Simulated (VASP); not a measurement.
**SnPPt with LDA: from relaxation to properties**

Wanted: the relaxed cell of SnPPt and its properties. The steps: full relaxation (LDA), second relaxation, density, ELF and potential (LDA), band structure (LDA), density of states (LDA), volume scan with LDA, fit for LDA, independent-particle dielectric function (LDA) and bands along the symmetry lines (LDA), changed input. The cell is invented: it takes the structure of a Materials Project entry for SrPPt (space group 187 there), with some of its atoms replaced by other elements, volume scaled by an estimate. It may not be a known or stable phase.

Calculated with VASP 6.6.1; LDA; plane waves and PAW (Pt, Sn_d, P); invented cell.

## Step 1: Starting point

Before any relaxation, the start is as follows. Symmetry: P-6m2, No. 187, hexagonal system. Conventional cell: a = 4.077 Å, b = 4.077 Å, c = 4.492 Å, α = 90.00°, β = 90.00°, γ = 120.00°. Nearest to Pt lie 3 P at 2.35 Å and 6 Sn at 3.25 Å. Nearest to Sn lie 6 P at 3.25 Å and 6 Pt at 3.25 Å. Nearest to P lie 3 Pt at 2.35 Å. It derives from SrPPt. it takes the structure of a Materials Project entry for SrPPt (space group 187 there), with some of its atoms replaced by other elements, volume scaled by an estimate. Farther neighbours are not listed.

Structure file:

```
Pt Sn P
1.0
     4.07729    0.00000    0.00000
    -2.03865    3.53104    0.00000
     0.00000    0.00000    4.49192
Pt Sn P
1 1 1
Direct
  0.00000 0.00000 0.50000
  0.66667 0.33333 0.00000
  0.33333 0.66667 0.50000
```

## Step 2: Full relaxation (LDA)

Properties are meant for the cell that this level of theory prefers, so cell and atoms are relaxed first (ISIF = 3) until forces and stress are small; EDIFFG sets the threshold. LDA, the lowest rung, knows the local density alone.

Input file INCAR:

```
SYSTEM = SnPPt
PREC = Accurate
ENCUT = 400
EDIFF = 1E-06
NELM = 100
ISMEAR = 0
SIGMA = 0.05
LREAL = .FALSE.
ALGO = Normal
GGA = CA
NBANDS = 20
LORBIT = 11
LWAVE = .FALSE.
LCHARG = .FALSE.
IBRION = 2
NSW = 60
ISIF = 3
EDIFFG = -0.01
```

Input file POSCAR:

```
SnPPt
1.0
    4.0772930000      0.0000000000      0.0000000000
   -2.0386470000      3.5310400000      0.0000000000
    0.0000000000      0.0000000000      4.4919240000
Pt Sn P
1 1 1
Direct
    0.0000000000      0.0000000000      0.5000000000
    0.6666666700      0.3333333300      0.0000000000
    0.3333333300      0.6666666700      0.5000000000
```

Input file KPOINTS:

```
Automatic mesh
0
Gamma
6 6 5
0 0 0
```

The projector-augmented-wave data sets are Pt, Sn_d and P (LDA family, release 64).

Started as:

```bash
$ mpirun -np 1 vasp_std
```

The log of the run:

```text
[banner, memory and clock lines left out]
running    1 mpi-ranks, on    1 nodes
 distrk:  each k-point on    1 cores,    1 groups
 distr:  one band on    1 cores,    1 groups

 POSCAR found type information on POSCAR PtSnP
 POSCAR found :  3 types and       3 ions
 LDA part: xc-table for (Slater(with rela. corr.)+CA(PZ))
 , standard interpolation
 POSCAR, INCAR and KPOINTS ok, starting setup
 FFT: planning ... GRIDC
 FFT: planning ... GRID_SOFT
 FFT: planning ... GRID
 WAVECAR not read
 entering main loop
       N       E                     dE             d eps       ncg     rms          rms(c)
DAV:   1     0.205323364120E+03    0.20532E+03   -0.12270E+04   864   0.156E+03
DAV:   2     0.155225421860E+01   -0.20377E+03   -0.19448E+03   876   0.404E+02
DAV:   3    -0.184106779236E+02   -0.19963E+02   -0.19199E+02   992   0.111E+02
DAV:   4    -0.190837787383E+02   -0.67310E+00   -0.67042E+00   936   0.213E+01
DAV:   5    -0.191037111542E+02   -0.19932E-01   -0.19927E-01  1152   0.388E+00    0.112E+01
DAV:   6    -0.186422321897E+02    0.46148E+00   -0.34430E+00   900   0.116E+01    0.603E+00
DAV:   7    -0.185243711342E+02    0.11786E+00   -0.75414E-01   936   0.593E+00    0.328E+00
DAV:   8    -0.184932478154E+02    0.31123E-01   -0.85826E-02   972   0.187E+00    0.619E-01
DAV:   9    -0.184918434181E+02    0.14044E-02   -0.87510E-03   988   0.713E-01    0.243E-01
DAV:  10    -0.184917099704E+02    0.13345E-03   -0.12263E-03   972   0.328E-01    0.644E-02
DAV:  11    -0.184916734882E+02    0.36482E-04   -0.18364E-04   956   0.113E-01    0.252E-02
DAV:  12    -0.184916749720E+02   -0.14838E-05   -0.10031E-05   964   0.244E-02    0.113E-02
DAV:  13    -0.184916745083E+02    0.46374E-06   -0.10752E-06   532   0.102E-02
   1 F= -.18491675E+02 E0= -.18490691E+02  d E =-.184917E+02
 curvature:   0.00 expect dE= 0.000E+00 dE for cont linesearch  0.000E+00
 trial: gam= 0.00000 g(F)=  0.670E-44 g(S)=  0.554E+00 ort = 0.000E+00 (trialstep = 0.100E+01)
 search vector abs. value=  0.554E+00
 bond charge predicted
       N       E                     dE             d eps       ncg     rms          rms(c)
DAV:   1    -0.270307289947E+02   -0.85391E+01   -0.15344E+02   968   0.135E+02    0.221E+01
DAV:   2    -0.198340284711E+02    0.71967E+01   -0.39033E+01   924   0.634E+01    0.686E+00
DAV:   3    -0.186674509547E+02    0.11666E+01   -0.38828E+00  1020   0.230E+01    0.306E+00
DAV:   4    -0.184413199759E+02    0.22613E+00   -0.77334E-01  1128   0.993E+00    0.110E+00
DAV:   5    -0.184223059791E+02    0.19014E-01   -0.51245E-02  1008   0.178E+00    0.633E-01
DAV:   6    -0.184169386939E+02    0.53673E-02   -0.95527E-03  1100   0.740E-01    0.163E-01
DAV:   7    -0.184168673376E+02    0.71356E-04   -0.12340E-03  1016   0.342E-01    0.544E-02
DAV:   8    -0.184168284609E+02    0.38877E-04   -0.19970E-04   964   0.129E-01    0.165E-02
DAV:   9    -0.184168277075E+02    0.75346E-06   -0.15861E-05   940   0.323E-02    0.486E-03
DAV:  10    -0.184168274904E+02    0.21704E-06   -0.13860E-06   516   0.123E-02
   2 F= -.18416827E+02 E0= -.18416180E+02  d E =0.748470E-01
[... from here on, the cycles between the ionic steps are left out ...]
   3 F= -.18630477E+02 E0= -.18629987E+02  d E =-.138802E+00
   4 F= -.18630548E+02 E0= -.18630059E+02  d E =-.138874E+00
   5 F= -.18637677E+02 E0= -.18637101E+02  d E =-.712870E-02
   6 F= -.18641914E+02 E0= -.18640739E+02  d E =-.113657E-01
   7 F= -.18642131E+02 E0= -.18640923E+02  d E =-.115833E-01
   8 F= -.18642133E+02 E0= -.18640926E+02  d E =-.115847E-01
   9 F= -.18642077E+02 E0= -.18640875E+02  d E =0.558720E-04
 trial-energy change:    0.000056  1 .order    0.000054   -0.000117    0.000225
 step:   0.4166(harm=  0.4166)  dis= 0.00000  next Energy=   -18.642153 (dE=-0.200E-04)
 bond charge predicted
       N       E                     dE             d eps       ncg     rms          rms(c)
DAV:   1    -0.186429899192E+02   -0.91291E-03   -0.16902E-02   968   0.162E+00    0.178E-01
DAV:   2    -0.186422985224E+02    0.69140E-03   -0.36119E-03   924   0.579E-01    0.882E-02
DAV:   3    -0.186421828633E+02    0.11566E-03   -0.35946E-04   964   0.204E-01    0.389E-02
DAV:   4    -0.186421530313E+02    0.29832E-04   -0.11643E-04  1172   0.127E-01    0.945E-03
DAV:   5    -0.186421515414E+02    0.14899E-05   -0.66297E-06   908   0.272E-02    0.670E-03
DAV:   6    -0.186421510416E+02    0.49983E-06   -0.10114E-06   440   0.937E-03
  10 F= -.18642151E+02 E0= -.18640946E+02  d E =-.181545E-04
 curvature:  -0.21 expect dE=-0.123E-06 dE for cont linesearch -0.116E-06
 trial: gam= 0.00000 g(F)=  0.569E-43 g(S)=  0.589E-06 ort =-0.733E-05 (trialstep = 0.106E+01)
 search vector abs. value=  0.589E-06
 reached required accuracy - stopping structural energy minimisation
```

Wall time 83 s (1 MPI rank of Intel Xeon Platinum 8488C (Sapphire Rapids), shared host); peak memory 0.16 GiB.

The logs omit lines about the potential files and the build; timing stands in the text.

From OUTCAR (step 2):

```text
ion  position               nearest neighbor table
   1  0.000  0.000  0.500-   3 2.35   3 2.35   3 2.35   2 3.25   2 3.25   2 3.25   2 3.25   2 3.25
                             2 3.25
   2  0.667  0.333  0.000-   3 3.25   3 3.25   1 3.25   1 3.25   1 3.25   1 3.25   3 3.25   3 3.25
                             3 3.25   3 3.25   1 3.25   1 3.25
   3  0.333  0.667  0.500-   1 2.35   1 2.35   1 2.35   2 3.25   2 3.25   2 3.25   2 3.25   2 3.25
                             2 3.25

  LATTYP: Found a hexagonal cell.
 ALAT       =     4.0772930000
 C/A-ratio  =     1.1016927162

 Subroutine GETGRP returns: Found 12 space group operations
 (whereof 12 operations were pure point group operations)

The static configuration has the point symmetry D_3h.

 Found     21 irreducible k-points:

   k-points           NKPTS =     21   k-points in BZ     NKDIM =     21   number of bands    NBANDS=     20

   dimension x,y,z NGX =    28 NGY =   28 NGZ =   30
   dimension x,y,z NGXF=    56 NGYF=   56 NGZF=   60

   ENCUT  =  400.0 eV  29.40 Ry    5.42 a.u.   6.65  6.65  7.33*2*pi/ulx,y,z

   NELECT =      29.0000    total number of electrons

 k-points in reciprocal lattice and weights: Automatic mesh
   0.00000000  0.00000000  0.00000000       0.006
   0.16666667 -0.00000000  0.00000000       0.033
   0.33333333 -0.00000000  0.00000000       0.033
   0.50000000  0.00000000  0.00000000       0.017
   0.16666667  0.16666667  0.00000000       0.033
   0.33333333  0.16666667  0.00000000       0.067
   0.33333333  0.33333333  0.00000000       0.011
   0.00000000  0.00000000  0.20000000       0.011
   0.16666667 -0.00000000  0.20000000       0.067
[...]
0.33333333  0.16666667  0.40000000       0.133
   0.33333333  0.33333333  0.40000000       0.022

 average (electrostatic) potential at core
       1 -65.8174       2 -98.0176       3 -81.6534

 E-fermi :   8.5023

 k-point     1 :       0.0000    0.0000    0.0000
  band No.  band energies     occupation
    ...
      9       2.3564      2.00000
     10       4.9317      2.00000
     11       5.3746      2.00000
     12       5.3746      2.00000
     13       6.9640      2.00000
     14      10.5432      0.00000
     15      10.5432      0.00000
     16      11.0932      0.00000
     17      11.7012      0.00000
     18      11.7012      0.00000
    ...

 k-point     2 :       0.1667   -0.0000    0.0000
  band No.  band energies     occupation
    ...
     10       4.2646      2.00000
     11       5.3351      2.00000
     12       6.4419      2.00000
     13       6.8194      2.00000
     14       8.1276      2.00000
     15       9.0186      0.00000
     16      11.2403      0.00000
     17      12.5258      0.00000
     18      12.8881      0.00000
     19      12.9046      0.00000
    ...

 k-point     3 :       0.3333   -0.0000    0.0000
  band No.  band energies     occupation
    ...
     11       4.9929      2.00000
     12       5.2582      2.00000
     13       7.2867      2.00000
     14       7.3052      2.00000
     15       7.8349      2.00000
     16      10.9692      0.00000
     17      11.2636      0.00000
     18      12.7453      0.00000
     19      13.1383      0.00000
     20      16.6942      0.00000

  Total       -0.0042332     -0.0042332     -0.0008939      0.0000000     -0.0000000     -0.0000000
  in kB       -0.1149376     -0.1149377     -0.0242722      0.0000000     -0.0000000     -0.0000000
  external PRESSURE =      -0.0847158 kB  Pullay stress =       0.0000000 kB

  energy-cutoff  :      400.00
  volume of cell :       59.01
      direct lattice vectors                 reciprocal lattice vectors
     3.997059607  0.000000012  0.000000000     0.250183909  0.144443756 -0.000000000
    -1.998530283  3.461555796  0.000000000    -0.000000001  0.288887442 -0.000000000
     0.000000000  0.000000000  4.264829642    -0.000000000 -0.000000000  0.234475954

 POSITION                                       TOTAL-FORCE (eV/Angst)
 -----------------------------------------------------------------------------------
      3.99706      0.00000      2.13241         0.000000     -0.000000     -0.000000
      1.99853      1.15385      4.26483        -0.000000      0.000000     -0.000000
     -0.00000      2.30770      2.13241         0.000000      0.000000      0.000000
 -----------------------------------------------------------------------------------
    total drift:                               -0.000005      0.000009      0.000000

  FREE ENERGIE OF THE ION-ELECTRON SYSTEM (eV)
  ---------------------------------------------------
  free  energy   TOTEN  =       -18.6421510416 eV

  energy  without entropy=      -18.6397402332  energy(sigma->0) =      -18.64094564

 reached required accuracy - stopping structural energy minimisation

 total charge
# of ion       s       p       d       tot
------------------------------------------
    1        0.741   0.636   8.200   9.576
    2        1.389   0.729   9.999  12.117
    3        1.057   1.374   0.000   2.432
--------------------------------------------------
tot          3.188   2.739  18.199  24.125

[... 3 further parts left out ...]
```

CONTCAR:

```
SnPPt
   1.00000000000000
     3.9970596069976700    0.0000000118349808    0.0000000000000000
    -1.9985302834103873    3.4615557960493057    0.0000000000000000
     0.0000000000000000    0.0000000000000000    4.2648296424686052
  Pt              Sn              P
     1     1     1
Direct
     1.0000000000000000    0.0000000000000000    0.5000000000000000
     0.6666666699999979    0.3333333300000021    1.0000000000000000
     0.3333333300000021    0.6666666699999979    0.5000000000000000
```

This run has no spin polarisation. Its electron count is odd, so without a moment it is a metal by construction. The k-mesh is coarse for a metal. After so large a change of volume the plane waves of the start cell no longer fit, so the final stress carries a basis-set error. The run keeps the 12 symmetry operations of its start, so it cannot find a distortion of lower symmetry.

Step by step:

| step | energy less that of the first step (eV) | largest force (eV/Å) | pressure (GPa) | volume (Å³) |
| --- | --- | --- | --- | --- |
| 1 | 0.0000 | 0.0000 | -8.34 | 64.67 |
| 2 | 0.0748 | 0.0000 | 13.95 | 54.73 |
| 3 | -0.1388 | 0.0000 | -0.38 | 59.92 |
| 4 | -0.1389 | 0.0000 | -0.17 | 59.82 |
| 5 | -0.1460 | 0.0000 | -0.16 | 59.52 |
| 6 | -0.1502 | 0.0000 | 0.03 | 59.09 |
| 7 | -0.1505 | 0.0000 | 0.11 | 58.97 |
| 8 | -0.1505 | 0.0000 | 0.12 | 58.96 |
| 9 | -0.1504 | 0.0000 | -0.23 | 59.11 |
| 10 | -0.1505 | 0.0000 | -0.01 | 59.01 |

| conventional cell, symmetrised | before | after | change |
| --- | --- | --- | --- |
| a (Å) | 4.077 | 3.997 | -2.0 % |
| b (Å) | 4.077 | 3.997 | -2.0 % |
| c (Å) | 4.492 | 4.265 | -5.1 % |
| volume (Å³/atom) | 21.56 | 19.67 | -8.8 % |

Final coordinates:

```
Pt Sn P
1.0
     3.99706    0.00000    0.00000
    -1.99853    3.46156    0.00000
     0.00000    0.00000    4.26483
Pt Sn P
1 1 1
Direct
  0.00000 0.00000 0.50000
  0.66667 0.33333 0.00000
  0.33333 0.66667 0.50000
```

This step gave:

```yaml
electrons: 29
bands: 20
irreducible_k_points: 21
symmetry_operations: 12
free_energy_toten: -18.64 eV
energy_at_zero_smearing: -18.64 eV
fermi_energy: 8.502 eV
pressure: -0.008472 GPa
metallic: yes
scf_cycles_over_all_ionic_steps: 77
```

It ends with forces that vanish by symmetry and a pressure of -0.01 GPa.

[end of part 1 of 5]

[Lines on the potential files, build, host, timing and source positions are cut from VASP's logs without a mark.]

[Logs are printed without paths, hosts, clocks, repeated set-up lines and the standing remarks that a program may print on its own settings, such as how far it seeks lower states.]

[Hosts, paths, dates, database ids (printed as entryN), source tags and the programs' standing remarks are cut or masked in the printed files.]

[A measured line is paired with the nearest computed mode of its activity, which favours agreement.]
